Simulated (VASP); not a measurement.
Data:

```yaml
crystal:
  lattice:
    - [0.00000, 2.48490, 2.48490]
    - [2.44817, 0.03672, 2.44817]
    - [2.44817, 2.44817, 0.03672]
  atoms:
    - { symbol: Y, position: [0.00000, 0.00000, 0.00000] }
    - { symbol: N, position: [0.50000, 0.50000, 0.50000] }
```

The numbers are results of r2SCAN meta-GGA, VASP's PBE PAW potentials (set 64) (plane waves; VASP), not measurements. Settings: 600 eV cut-off, 8×8×8 Γ-centred mesh, Gaussian smearing of 0.050 eV, potentials Y_sv N.

### Question
Estimate the energy per atom (σ→0).

### Answer

```
Quantity                        Result
---------------------  ---------------
energy per atom (σ→0)  -16.716 eV/atom
```

The compound is YN in the rock salt structure. This cell was strained or had an atom moved on purpose.
